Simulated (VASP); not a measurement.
# A VASP study of CoSi2 (r2SCAN): structure first, properties next, part 2 of 2

Wanted: the relaxed cell of CoSi2 and its properties. The start is a cell from a database of measured crystal structures.

VASP 6.6.1, plane waves and PAW; the level of theory is named at each step.

Still holding for the runs below: This run allows spin, but its moments start at zero, where symmetry between the spins tends to hold them, although Co can carry a moment. Its electron count is odd, so without a moment it is a metal by construction.

So far. Step 9 (Band structure (r2SCAN)): There is no gap at this level. Step 9 (Band structure (r2SCAN)): Of the bands kept, 3 cross the Fermi level on this path. The relaxed cell has a = 5.311 Å (conventional setting).

**10. Total and projected DOS (r2SCAN)**

A density of states needs more k-points than a total energy; ISMEAR = -5 takes tetrahedra, and LORBIT projects the states on the PAW spheres. The mesh is finer than in the run before.

INCAR reads:

```
SYSTEM = CoSi2
PREC = Accurate
ENCUT = 400
EDIFF = 1E-06
NELM = 100
ISMEAR = -5
SIGMA = 0.05
LREAL = .FALSE.
ALGO = Normal
METAGGA = R2SCAN
LASPH = .TRUE.
NBANDS = 23
ISPIN = 2
MAGMOM = 0 0 0
LMAXMIX = 4
LORBIT = 11
LWAVE = .FALSE.
LCHARG = .FALSE.
KPAR = 8
NEDOS = 2001
```

POSCAR reads:

```
CoSi2
1.0
    0.0000000000      2.6556679228      2.6556679228
    2.6556679228      0.0000000000      2.6556679228
    2.6556679228      2.6556679228      0.0000000000
Co Si
1 2
Direct
    0.0000000000      0.0000000000      0.0000000000
    0.2500000000      0.2500000000      0.2500000000
    0.7500000000      0.7500000000      0.7500000000
```

KPOINTS reads:

```
Automatic mesh
0
Gamma
11 11 11
0 0 0
```

The projector-augmented-wave data sets are Co and Si (PBE family, release 64).

On the command line:

```console
mpirun -np 8 vasp_std
```

Run time: 46 s. Hardware: 8 MPI ranks of Intel Xeon Platinum 8488C (Sapphire Rapids), shared host; peak memory 1.5 GiB.

With tetrahedra the forces and stress of a metal are not exact derivatives of the energy.

This step gave:

| Quantity | Value |
| --- | --- |
| SCF cycles | 15 |
| irreducible k-points | 56 |
| free energy (TOTEN) | -32.01 eV |
| Fermi energy | 10.31 eV |
| pressure | 0.07144 GPa |
| DOS at the Fermi level | 0.9837 states/eV/cell |

The density of states has structure finer than the step of the table below, so its rows give means over 0.5 eV, whole bins alone (the curve runs from -12.0 to 5.55 eV). Peaks (eV: height): total -4.29: 3.43, -2.04: 5.22, -1.71: 6.15, 4.22: 2.86; Co d -3.79: 1.42, -1.71: 5.20, 2.80: 0.91, 4.22: 0.798; Si p -4.29: 0.717, -3.04: 0.31, -0.62: 0.309, 4.22: 0.521; Co p -8.55: 0.0898, -4.13: 0.125, -0.71: 0.273, 4.30: 0.086; Si s -9.13: 0.283, -8.55: 0.355, 2.80: 0.433, 4.30: 0.150.

States under -12.0 eV and over 5.6 eV are left out; both spin channels agree and are summed. The density of states by energy, zero at the Fermi level; means over each step; values in states/eV/cell:

| energy (eV) | total | Co d | Si p | Co p | Si s | Co s |
| --- | --- | --- | --- | --- | --- | --- |
| -11.5 | 0.426 | 0.00388 | 0.0191 | 0.0179 | 0.140 | 0.0530 |
| -11.0 | 0.494 | 0.00718 | 0.0254 | 0.0233 | 0.161 | 0.0571 |
| -10.5 | 0.620 | 0.0141 | 0.0354 | 0.0309 | 0.201 | 0.0674 |
| -10.0 | 0.582 | 0.0148 | 0.0319 | 0.0369 | 0.194 | 0.0509 |
| -9.5 | 0.661 | 0.0185 | 0.0329 | 0.0574 | 0.232 | 0.0318 |
| -9.0 | 0.636 | 0.0279 | 0.0403 | 0.0596 | 0.214 | 0.0162 |
| -8.5 | 0.838 | 0.0611 | 0.0560 | 0.0707 | 0.279 | 0.0190 |
| -8.0 | 0.646 | 0.0679 | 0.0477 | 0.0482 | 0.209 | 0.0130 |
| -7.5 | 0.662 | 0.0906 | 0.0650 | 0.0382 | 0.183 | 0.0226 |
| -7.0 | 0.752 | 0.130 | 0.0902 | 0.0323 | 0.171 | 0.0333 |
| -6.5 | 0.768 | 0.136 | 0.123 | 0.0316 | 0.119 | 0.0451 |
| -6.0 | 0.743 | 0.141 | 0.141 | 0.0340 | 0.0724 | 0.0416 |
| -5.5 | 0.895 | 0.185 | 0.185 | 0.0446 | 0.0513 | 0.0492 |
| -5.0 | 1.10 | 0.269 | 0.232 | 0.0559 | 0.0401 | 0.0531 |
| -4.5 | 2.00 | 0.685 | 0.419 | 0.0866 | 0.0386 | 0.0643 |
| -4.0 | 2.87 | 1.21 | 0.563 | 0.111 | 0.0336 | 0.0547 |
| -3.5 | 1.55 | 0.675 | 0.281 | 0.0748 | 0.0183 | 0.0272 |
| -3.0 | 1.76 | 0.961 | 0.228 | 0.0509 | 0.0251 | 0.0528 |
| -2.5 | 1.76 | 1.21 | 0.141 | 0.0335 | 0.00996 | 0.0324 |
| -2.0 | 4.32 | 3.48 | 0.165 | 0.0473 | 0.00902 | 0.0695 |
| -1.5 | 3.63 | 2.89 | 0.115 | 0.0878 | 0.0105 | 0.0716 |
| -1.0 | 2.48 | 1.60 | 0.206 | 0.183 | 0.0127 | 0.0312 |
| -0.5 | 2.09 | 1.07 | 0.264 | 0.232 | 0.0129 | 0.0194 |
| 0.0 | 1.00 | 0.433 | 0.142 | 0.134 | 0.0117 | 0.0113 |
| 0.5 | 0.615 | 0.231 | 0.0916 | 0.0917 | 0.0133 | 0.00758 |
| 1.0 | 0.400 | 0.128 | 0.0611 | 0.0640 | 0.0179 | 0.00516 |
| 1.5 | 0.282 | 0.0737 | 0.0413 | 0.0460 | 0.0263 | 0.00381 |
| 2.0 | 0.621 | 0.301 | 0.0406 | 0.0313 | 0.115 | 0.00279 |
| 2.5 | 1.53 | 0.661 | 0.130 | 0.0351 | 0.259 | 0.00855 |
| 3.0 | 1.85 | 0.569 | 0.220 | 0.0544 | 0.303 | 0.00893 |
| 3.5 | 0.473 | 0.147 | 0.0412 | 0.00974 | 0.0363 | 0.0223 |
| 4.0 | 1.62 | 0.480 | 0.279 | 0.0401 | 0.0565 | 0.0342 |
| 4.5 | 2.05 | 0.507 | 0.373 | 0.0633 | 0.116 | 0.0400 |
| 5.0 | 0.964 | 0.193 | 0.200 | 0.0261 | 0.0823 | 0.0190 |

The finer mesh and the other smearing move the Fermi level by -0.12 eV from the 7×7×7 run, one measure of the sampling error in the zero of the bands above. Of the states within 0.3 eV of the Fermi level, the largest shares in the PAW spheres are Co d 43 %, Si p 14 % and Co p 13 %. The rest lies in smaller channels or between the spheres.

**11. Field gradients at the nuclei (r2SCAN)**

Field gradients probe how far the charge around each nucleus departs from cubic symmetry; LASPH keeps the non-spherical terms inside the spheres.

INCAR reads:

```
SYSTEM = CoSi2
PREC = Accurate
ENCUT = 400
EDIFF = 1E-07
NELM = 100
ISMEAR = 0
SIGMA = 0.05
LREAL = .FALSE.
ALGO = Normal
METAGGA = R2SCAN
LASPH = .TRUE.
NBANDS = 16
ISPIN = 2
MAGMOM = 0 0 0
LMAXMIX = 4
LORBIT = 11
LWAVE = .FALSE.
LCHARG = .FALSE.
KPAR = 8
LEFG = .TRUE.
```

POSCAR is that of step 10.

KPOINTS reads:

```
Automatic mesh
0
Gamma
7 7 7
0 0 0
```

On the command line:

```console
mpirun -np 8 vasp_std
```

Wall time 22 s (8 MPI ranks); peak memory 1.2 GiB; 2.2 min of CPU time.

This step gave:

```
SCF cycles           : 16
bands                : 16
irreducible k-points : 20
free energy (TOTEN)  : -32.02 eV
Fermi energy         : 10.42 eV
pressure             : 0.07536 GPa
```

Electric field gradients, by row:

| atom | Vxx (V/Å²) | Vyy (V/Å²) | Vzz (V/Å²) | asymmetry |
| --- | --- | --- | --- | --- |
| Co1 | 0.002 | 0.002 | -0.003 | - |
| Si2 | 0 | 0 | 0 | - |
| Si3 | 0 | 0 | 0 | - |

All gradients vanish within the noise.

The run ends at a pressure of 0.08 GPa.

**12. Independent-particle dielectric function (r2SCAN)**

LOPTICS sums transitions from filled to empty bands. The mesh is finer than in the run before. NBANDS is raised for it.

Edit INCAR of step 11 so:

```diff
@@ -3,3 +3,3 @@
 ENCUT = 400
-EDIFF = 1E-07
+EDIFF = 1E-06
 NELM = 100
@@ -11,3 +11,3 @@
 LASPH = .TRUE.
-NBANDS = 16
+NBANDS = 32
 ISPIN = 2
@@ -19,2 +19,4 @@
 KPAR = 8
-LEFG = .TRUE.
+LOPTICS = .TRUE.
+NEDOS = 1500
+CSHIFT = 0.1
```

POSCAR is that of step 11.

KPOINTS reads:

```
Automatic mesh
0
Gamma
11 11 11
0 0 0
```

On the command line:

```console
mpirun -np 8 vasp_std
```

Run time: 47 s. Hardware: 8 MPI ranks; peak memory 2 GiB.

These are independent-particle spectra without excitons or local fields, and fine structure depends on the mesh and on CSHIFT. The intraband (Drude) part is not in this spectrum.

This step gave:

```yaml
scf_cycles: 13
bands: 32
irreducible_k_points: 56
free_energy_toten: -32.01 eV
energy_at_zero_smearing: -32.01 eV
fermi_energy: 10.35 eV
pressure: -0.3036 GPa
```

The imaginary dielectric function, xx has structure finer than the step of the table below, so its rows give means over 0.5 eV, whole bins alone (the curve runs from 0 to 25.0 eV). Peaks (eV: height): 0.55: 73.4, 6.10: 18.9.

Table of imaginary dielectric function, xx by photon energy; means over each step:

| photon energy (eV) | imaginary dielectric function, xx |
| --- | --- |
| 0.5 | 39.6 |
| 1.0 | 11.1 |
| 1.5 | 3.63 |
| 2.0 | 4.78 |
| 2.5 | 5.61 |
| 3.0 | 10.8 |
| 3.5 | 12.3 |
| 4.0 | 9.17 |
| 4.5 | 10.4 |
| 5.0 | 8.48 |
| 5.5 | 10.9 |
| 6.0 | 17.8 |
| 6.5 | 14.4 |
| 7.0 | 12.5 |
| 7.5 | 10.1 |
| 8.0 | 6.63 |
| 8.5 | 5.82 |
| 9.0 | 5.07 |
| 9.5 | 4.15 |
| 10.0 | 3.00 |
| 10.5 | 2.54 |
| 11.0 | 2.46 |
| 11.5 | 1.92 |
| 12.0 | 1.79 |
| 12.5 | 1.67 |
| 13.0 | 1.31 |
| 13.5 | 1.11 |
| 14.0 | 0.857 |
| 14.5 | 0.833 |
| 15.0 | 0.817 |
| 15.5 | 0.619 |
| 16.0 | 0.610 |
| 16.5 | 0.553 |
| 17.0 | 0.529 |
| 17.5 | 0.537 |
| 18.0 | 0.490 |
| 18.5 | 0.371 |
| 19.0 | 0.341 |
| 19.5 | 0.341 |
| 20.0 | 0.327 |
| 20.5 | 0.347 |
| 21.0 | 0.324 |
| 21.5 | 0.270 |
| 22.0 | 0.286 |
| 22.5 | 0.291 |
| 23.0 | 0.275 |
| 23.5 | 0.269 |
| 24.0 | 0.288 |
| 24.5 | 0.240 |

Real dielectric function, xx against photon energy:

| photon energy (eV) | real dielectric function, xx |
| --- | --- |
| 0.0 | 44.4 |
| 0.5 | 47.0 |
| 1.0 | 0.0299 |
| 1.5 | 6.69 |
| 2.0 | 12.9 |
| 2.5 | 11.9 |
| 3.0 | 11.9 |
| 3.5 | 5.99 |
| 4.0 | 5.47 |
| 4.5 | 6.91 |
| 5.0 | 5.82 |
| 5.5 | 8.99 |
| 6.0 | 5.08 |
| 6.5 | -1.59 |
| 7.0 | -2.90 |
| 7.5 | -4.92 |
| 8.0 | -5.40 |
| 8.5 | -4.02 |
| 9.0 | -4.38 |
| 9.5 | -4.21 |
| 10.0 | -3.57 |
| 10.5 | -2.90 |
| 11.0 | -2.64 |
| 11.5 | -2.38 |
| 12.0 | -1.84 |
| 12.5 | -2.00 |
| 13.0 | -1.68 |
| 13.5 | -1.61 |
| 14.0 | -1.34 |
| 14.5 | -1.04 |
| 15.0 | -1.000 |
| 15.5 | -0.909 |
| 16.0 | -0.800 |
| 16.5 | -0.576 |
| 17.0 | -0.501 |
| 17.5 | -0.439 |
| 18.0 | -0.477 |
| 18.5 | -0.315 |
| 19.0 | -0.205 |
| 19.5 | -0.0770 |
| 20.0 | -0.0484 |
| 20.5 | -0.0432 |
| 21.0 | 0.00521 |
| 21.5 | 0.111 |
| 22.0 | 0.137 |
| 22.5 | 0.146 |
| 23.0 | 0.167 |
| 23.5 | 0.227 |
| 24.0 | 0.236 |
| 24.5 | 0.226 |

At these settings, which differ from those of the relaxation, the cell is under a tension of 0.3 GPa.

**13. What came out**

```json
{
  "relaxed volume": "12.49 Å³/atom",
  "relaxed conventional cell a, b, c": "5.311, 5.311, 5.311 Å",
  "space group after relaxing, within 0.02 Å": "Fm-3m (No. 225)",
  "moment of the cell": "0 μB",
  "band gap": "none, a metal",
  "DOS at the Fermi level": "0.984 states/eV/cell",
  "largest field gradient Vzz": "zero within the noise on all sites"
}
```

With r2SCAN, CoSi2 relaxes to 12.49 Å³/atom in space group Fm-3m (held by the symmetry of the run) and comes out as a metal. Against the listed cell the volume lies -3.0 %. Band structure (r2SCAN): Of the bands kept, 3 cross the Fermi level on this path. The k-sampling is coarse for a metal, so the Fermi level, pressures and the shape of the cell carry errors. With an odd electron count and no spin the cell is a metal by construction. No search among competing phases was made, and a listed structure need not be the one stable at ambient conditions. All values are for a static lattice at zero temperature.

[Lines on the potential files, build, host, timing and source positions are cut from VASP's logs without a mark.]

[Logs are printed without paths, hosts, clocks, repeated set-up lines and the standing remarks that a program may print on its own settings, such as how far it seeks lower states.]

[Hosts, paths, dates, database ids (printed as entryN), source tags and the programs' standing remarks are cut or masked in the printed files.]

[A measured line is paired with the nearest computed mode of its activity, which favours agreement.]
